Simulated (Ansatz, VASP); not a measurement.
# CsGeBr3 in two plane-wave programs, part 2 of 2

Aim: how closely do two programs agree when they are given the same cell, functional and k mesh? The cell is taken from a series of runs on this material, whose earlier steps may have relaxed, scaled, displaced or heated it; both programs get it as it stands.

VASP 6.6.1 and Ansatz 0.2.0.

So far: The structure; VASP: relaxation of cell and atoms, PBEsol, pair 1; Ansatz: relaxation of cell and atoms, PBEsol, pair 1; Side by side.

## Step 5: VASP: relaxation of cell and atoms, PBEsol, pair 2

Level of this step: PBEsol; plane waves and PAW (Cs_sv, Ge_d, Br) (VASP).

The relaxed volume is the usual yardstick between codes: in a stiff, nearly cubic crystal its relative difference is about their pressure difference at one cell divided by the bulk modulus.

Contents of INCAR:

```
SYSTEM = CsGeBr3
PREC = Accurate
ENCUT = 500
EDIFF = 1E-07
NELM = 120
ISMEAR = 0
SIGMA = 0.01
LREAL = .FALSE.
ALGO = Normal
GGA = PS
NBANDS = 28
LORBIT = 11
LWAVE = .FALSE.
LCHARG = .FALSE.
ISIF = 3
IBRION = 2
NSW = 80
EDIFFG = -0.005
LASPH = .TRUE.
GGA_COMPAT = .FALSE.
NELMIN = 4
EFERMI = MIDGAP
KPAR = 2
```

Contents of POSCAR:

```
CsGeBr3
1.0
    5.4718650000      0.0000000000      0.0000000000
    0.0000000000      5.4718650000      0.0000000000
    0.0000000000      0.0000000000      5.5127410000
Cs Ge Br
1 1 3
Direct
    0.0000000000      0.0000000000      0.0000526054
    0.5000000914      0.5000000914      0.4813335145
    0.5000000914      0.0000000000      0.5024498702
    0.5000000914      0.5000000914      0.0124097976
    0.0000000000      0.5000000914      0.5024498702
```

Contents of KPOINTS:

```
Automatic mesh
0
Gamma
12 12 12
0 0 0
```

Potentials, in the order of the species: Cs_sv, Ge_d and Br (PBE family, release 64).

Launch:

```sh
mpirun -np 2 vasp_std
```

Numbers of over 12 decimals in the logs are rounded to 6 here.

The program printed:

```text
[banner, memory and clock lines left out]
running    2 mpi-ranks, on    1 nodes
[...]
[... a notice as in an earlier step ...]

 LDA part: xc-table for (Slater+PW92), standard interpolation
 POSCAR, INCAR and KPOINTS ok, starting setup
[...]
entering main loop
       N       E                     dE             d eps       ncg     rms          rms(c)
DAV:   1     0.388084171115E+03    0.38808E+03   -0.19236E+04 13552   0.203E+03
DAV:   2     0.380268635553E+02   -0.35006E+03   -0.33720E+03 12876   0.523E+02
DAV:   3    -0.150186238972E+02   -0.53045E+02   -0.52549E+02 12992   0.142E+02
DAV:   4    -0.173169664695E+02   -0.22983E+01   -0.22924E+01 13904   0.365E+01
[...]
DAV:  13    -0.170343401934E+02   -0.38801E-06   -0.87924E-07 13524   0.520E-03    0.197E-03
DAV:  14    -0.170343400866E+02    0.10682E-06   -0.29073E-07 12256   0.615E-03    0.464E-04
DAV:  15    -0.170343400687E+02    0.17918E-07   -0.59005E-08  8404   0.141E-03
   1 F= -.17034340E+02 E0= -.17034340E+02  d E =-.170343E+02
[...]
N       E                     dE             d eps       ncg     rms          rms(c)
DAV:   1    -0.170344474918E+02   -0.10741E-03   -0.21610E-03 15076   0.408E-01    0.562E-02
DAV:   2    -0.170343710836E+02    0.76408E-04   -0.16966E-04 14904   0.110E-01    0.252E-02
DAV:   3    -0.170343503016E+02    0.20782E-04   -0.58559E-05 14756   0.556E-02    0.924E-03
DAV:   4    -0.170343489410E+02    0.13606E-05   -0.15600E-06 12840   0.849E-03    0.717E-03
DAV:   5    -0.170343479123E+02    0.10286E-05   -0.78254E-07 13516   0.563E-03    0.141E-03
DAV:   6    -0.170343478500E+02    0.62295E-07   -0.10621E-07  8620   0.343E-03
   2 F= -.17034348E+02 E0= -.17034348E+02  d E =-.778137E-05
 trial-energy change:   -0.000008  1 .order   -0.000007   -0.000014    0.000000
 step:   0.9776(harm=  0.9688)  dis= 0.00023  next Energy=   -17.034348 (dE=-0.779E-05)
 reached required accuracy - stopping structural energy minimisation
```

Parts of OUTCAR (step 5):

```text
  Total       -0.0023249     -0.0023249     -0.0054542      0.0000000      0.0000000      0.0000000
  in kB       -0.0225538     -0.0225538     -0.0529123      0.0000000      0.0000000      0.0000000
  external PRESSURE =      -0.0326733 kB  Pullay stress =       0.0000000 kB

 POSITION                                       TOTAL-FORCE (eV/Angst)
 -----------------------------------------------------------------------------------
      0.00000      5.47294      0.00024         0.000000      0.000000     -0.000843
      2.73647      2.73647      2.65419         0.000000      0.000000      0.002601
      2.73647      5.47294      2.77041         0.000000     -0.000000      0.000551
      2.73647      2.73647      0.06816         0.000000      0.000000     -0.002861
      0.00000      2.73647      2.77041         0.000000     -0.000000      0.000551
 -----------------------------------------------------------------------------------
    total drift:                               -0.001129     -0.001129     -0.000995

  FREE ENERGIE OF THE ION-ELECTRON SYSTEM (eV)
  ---------------------------------------------------
  free  energy   TOTEN  =       -17.0343478500 eV

  energy  without entropy=      -17.0343478500  energy(sigma->0) =      -17.03434785

[... 1 part as in an earlier step ...]

[... 3 further parts left out ...]
[key lines of the parts left out:]
E-fermi :   2.4345
```

## Step 6: Ansatz: relaxation of cell and atoms, PBEsol, pair 2

The same cell, functional and mesh now go to Ansatz, which takes its cutoff from its data sets.

The cell is taken from a series of runs on this material, whose earlier steps may have relaxed, scaled, displaced or heated it; both programs get it as it stands.

Contents of input.yaml:

```yaml
crystal:
  lattice:
    - [5.4718650175, 0.0, 0.0]
    - [0.0, 5.4718650175, 0.0]
    - [0.0, 0.0, 5.5127406603]
  atoms:
    - { symbol: Cs, position: [0.0, 0.0, 5.26193e-05] }
    - { symbol: Ge, position: [0.5, 0.5, 0.4813335166] }
    - { symbol: Br, position: [0.5, 0.0, 0.5024498482] }
    - { symbol: Br, position: [0.5, 0.5, 0.0124098297] }
    - { symbol: Br, position: [0.0, 0.5, 0.5024498482] }
kpoints:
  mp_grid: { grid: [12, 12, 12] }
hamiltonian:
  xc: pbesol
  pseudopotentials: { kind: paw, azcp: { folder: soft_1 }, xc_functional: pbe }
scf:
  occupations: { method: fixed }
output:
  forces: true
  stress: true
  eigenvalues: true
relax:
  adjacent_minimum: "off"
  f_tol: 0.001
  max_steps: 60
  cell: { stress_tol: 0.01 }
```

Launch:

```sh
ansatz run input.yaml --threads 4 --pin off --max-ram 10240MiB --backend cpu --events-out ev --progress --plain --runs-dir out
```

The program printed:

```text
[...]
Crystal: 5 atoms, lattice volume = 165.059 Å³
Basis set: ecut = 420 eV, 3207 PW (Γ), exchange–correlation on 80×80×80 points (8 copies of the dense FFT grid, shifted against one another)
Bands: 27, of which v1, the nominal top of the filled ones, is band 22 counted from 1 (21 counted from 0)
Symmetry: 8 space group operations
[...]
cell:  # Å, volume = 165.0587 Å³
    - [5.4718650175, 0.0, 0.0]
    - [0.0, 5.4718650175, 0.0]
    - [0.0, 0.0, 5.5127406603]
  atoms:
    - { symbol: Cs, position: [0.0, 0.0, 5.261929999999999e-5] }
    - { symbol: Ge, position: [0.500000, 0.500000, 0.481334] }
    - { symbol: Br, position: [0.500000, 0.0, 0.502450] }
    - { symbol: Br, position: [0.500000, 0.500000, 0.012410] }
    - { symbol: Br, position: [0.0, 0.500000, 0.502450] }
[key lines of the parts left out:]
SCF converged after 6 iterations
Free energy (F): -18054.502256 eV
Fermi energy:    5.142552 eV
P = ⅓ Tr σ = -0.0005 GPa (-0.005 kbar)
```

## Step 7: Side by side

Compared:

```
                                         quantity  Ansatz    VASP  difference
                                      volume (Å³)  165.06  165.15     -0.06 %
edge a after relaxation, in the typed setting (Å)   5.472   5.473     -0.02 %
edge c after relaxation, in the typed setting (Å)   5.513   5.514     -0.02 %
```

## Step 8: Ansatz: relaxation of cell and atoms, PBEsol, pair 3

The relaxed volume is the usual yardstick between codes: in a stiff, nearly cubic crystal its relative difference is about their pressure difference at one cell divided by the bulk modulus.

The cell is taken from a series of runs on this material, whose earlier steps may have relaxed, scaled, displaced or heated it; both programs get it as it stands.

input.yaml, the sections that differ from step 6:

```yaml
crystal:
  lattice:
    - [5.4729250106, 0.0, 0.0]
    - [0.0, 3.8798372455, 3.9149580571]
    - [0.0, -3.8798372455, 3.9149580571]
  atoms:
    - { symbol: Cs, position: [0.0, 0.9999663672, 0.9999663672] }
    - { symbol: Ge, position: [0.5, 0.5177412312, 0.5177412312] }
    - { symbol: Br, position: [0.5, 0.4979449269, 0.9878799833] }
    - { symbol: Br, position: [0.5, 0.9878799833, 0.4979449269] }
    - { symbol: Br, position: [0.0, 0.4973897976, 0.4973897976] }
# kpoints, hamiltonian, scf, output, relax: as in step 6
```

The program printed:

```text
[...]
Crystal: 5 atoms, lattice volume = 166.261 Å³
Basis set: ecut = 420 eV, 3239 PW (Γ), exchange–correlation on 80×80×80 points (8 copies of the dense FFT grid, shifted against one another)
Bands: 27, of which v1, the nominal top of the filled ones, is band 22 counted from 1 (21 counted from 0)
Symmetry: 4 space group operations
[...]
cell:  # Å, volume = 166.2339 Å³
    - [5.473109, 0.0, 0.0]
    - [0.0, 3.878661, 3.915379]
    - [0.0, -3.878661, 3.915379]
  atoms:
    - { symbol: Cs, position: [0, 1.000183, 1.000183] }
    - { symbol: Ge, position: [0.5, 0.517657, 0.517657] }
    - { symbol: Br, position: [0.5, 0.497896, 0.987831] }
    - { symbol: Br, position: [0.5, 0.987831, 0.497896] }
    - { symbol: Br, position: [0, 0.497356, 0.497356] }
[key lines of the parts left out:]
SCF converged after 4 iterations
Free energy (F): -18054.505408 eV
Fermi energy:    5.059869 eV
P = ⅓ Tr σ = 0.0010 GPa (0.010 kbar)
```

## Step 9: VASP: relaxation of cell and atoms, PBEsol, pair 3

The same cell, functional and mesh now go to VASP, with its own data sets.

INCAR is that of step 5.

Contents of POSCAR:

```
CsGeBr3
1.0
    5.4729250000      0.0000000000      0.0000000000
    0.0000000000      3.8798370000      3.9149580000
    0.0000000000     -3.8798370000      3.9149580000
Cs Ge Br
1 1 3
Direct
    0.0000000000      0.9999664109      0.9999664109
    0.5000000914      0.5177411865      0.5177411865
    0.5000000914      0.4979449323      0.9878799476
    0.5000000914      0.9878799476      0.4979449323
    0.0000000000      0.4973897549      0.4973897549
```

KPOINTS is that of step 5.

Launch:

```sh
mpirun -np 2 vasp_std
```

The program printed:

```text
[... set-up lines as in an earlier step ...]
 entering main loop
       N       E                     dE             d eps       ncg     rms          rms(c)
DAV:   1     0.387435538191E+03    0.38744E+03   -0.19274E+04 20892   0.202E+03
DAV:   2     0.378201102145E+02   -0.34962E+03   -0.33751E+03 19856   0.522E+02
DAV:   3    -0.150182249479E+02   -0.52838E+02   -0.52276E+02 19852   0.142E+02
DAV:   4    -0.173129735586E+02   -0.22947E+01   -0.22888E+01 21676   0.366E+01
[...]
DAV:  12    -0.170373959758E+02   -0.95525E-06   -0.79297E-06 20672   0.160E-02    0.566E-03
DAV:  13    -0.170373963843E+02   -0.40846E-06   -0.83150E-07 20764   0.490E-03    0.180E-03
DAV:  14    -0.170373963240E+02    0.60265E-07   -0.20128E-07 14764   0.513E-03
   1 F= -.17037396E+02 E0= -.17037396E+02  d E =-.170374E+02
[...]
2 F= -.17037406E+02 E0= -.17037406E+02  d E =-.926182E-05
[...]
3 F= -.17037407E+02 E0= -.17037407E+02  d E =-.102427E-04
[...]
4 F= -.17037407E+02 E0= -.17037407E+02  d E =-.110010E-04
[...]
reached required accuracy - stopping structural energy minimisation
```

Parts of OUTCAR (step 9):

```text
  Total       -0.0073810     -0.0145727     -0.0105360      0.0000000      0.0000000      0.0000000
  in kB       -0.0710783     -0.1403334     -0.1014601      0.0000000      0.0000000      0.0000000
  external PRESSURE =      -0.1042906 kB  Pullay stress =       0.0000000 kB

 POSITION                                       TOTAL-FORCE (eV/Angst)
 -----------------------------------------------------------------------------------
      0.00000      0.00000      7.83177         0.000000      0.000000      0.001308
      2.73726      0.00000      4.05416         0.000000      0.000000     -0.004530
      2.73726     -1.90145      5.81875         0.000000     -0.001329      0.001576
      2.73726      1.90145      5.81875         0.000000      0.001329      0.001576
      0.00000      0.00000      3.89549         0.000000      0.000000      0.000070
 -----------------------------------------------------------------------------------
    total drift:                               -0.001130     -0.000001     -0.000560

  FREE ENERGIE OF THE ION-ELECTRON SYSTEM (eV)
  ---------------------------------------------------
  free  energy   TOTEN  =       -17.0374073250 eV

  energy  without entropy=      -17.0374073250  energy(sigma->0) =      -17.03740732

[... 1 part as in an earlier step ...]

[... 3 further parts left out ...]
[key lines of the parts left out:]
E-fermi :   2.4038
```

## Step 10: Side by side

The two programs side by side:

```csv
quantity,Ansatz,VASP,difference
volume (Å³),166.23,166.38,-0.09 %
"edge a after relaxation, in the typed setting (Å)",5.473,5.474,-0.03 %
"edge b after relaxation, in the typed setting (Å)",5.511,5.513,-0.03 %
```

## Step 11: What came out

| Property | Result |
| --- | --- |
| difference in volume (relaxation of cell and atoms, PBEsol, pair 1) | -0.081 % |
| difference in volume (relaxation of cell and atoms, PBEsol, pair 2) | -0.057 % |
| difference in volume (relaxation of cell and atoms, PBEsol, pair 3) | -0.085 % |

**Reading.** The difference in volume is -0.085 % (relaxation of cell and atoms, PBEsol, pair 3), within the 1.2 % picked in this series as the mark of a large difference, as far as the stopping tolerances let one tell. 3 further runs of this series are not shown here. How closely two codes agree says nothing of how well the functional describes the real material.

[Lines on the potential files, build, host, timing and source positions are cut from VASP's logs without a mark.]

[Logs are printed without paths, hosts, clocks, repeated set-up lines and the standing remarks that a program may print on its own settings, such as how far it seeks lower states.]

[Hosts, paths, dates, database ids (printed as entryN), source tags and the programs' standing remarks are cut or masked in the printed files.]
